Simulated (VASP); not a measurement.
Elastic constants (GPa) of a crystal from PBEsol GGA, VASP's PBE PAW potentials (set 64) run with VASP 6.6.1:

```csv
,xx,yy,zz,yz,xz,xy
xx,168.9,46.2,27.7,0.0,0.0,0.0
yy,46.2,168.9,27.7,0.0,0.0,0.0
zz,27.7,27.7,194.7,0.0,0.0,0.0
yz,0.0,0.0,0.0,45.1,0.0,0.0
xz,0.0,0.0,0.0,0.0,45.1,0.0
xy,0.0,0.0,0.0,0.0,0.0,61.4
```

Task: Work out the Voigt, Reuss and Hill moduli, Young's modulus and Poisson's ratio.

Result: All eigenvalues are positive (smallest 45.1 GPa), so the crystal is stable. K_V = (C11+C22+C33+2(C12+C13+C23))/9 = (532.5 + 2×101.6)/9 = 81.7 GPa; G_V = (532.5 − 101.6 + 3×151.6)/15 = 59.0 GPa. From the compliances, K_R = 81.7 GPa and G_R = 56.1 GPa. Hill: K = 81.7 GPa, G = 57.6 GPa, E = 9KG/(3K+G) = 139.9 GPa, ν = (3K−2G)/(2(3K+G)) = 0.215. K/G = 1.42, below Pugh's 1.75; universal anisotropy A^U = 0.26.

Task: With a density of 3.95 g/cm³, what are the mean sound speeds?

Result: v_l = √((K+4G/3)/ρ) = 6.34 km/s and v_t = √(G/ρ) = 3.82 km/s. The crystal is SiGe (space group P6_3mc), hexagonal.

The structure comes from a computed database's SiGe entry (P6_3mc); how it stands against other phases isn't given here. It was relaxed first.
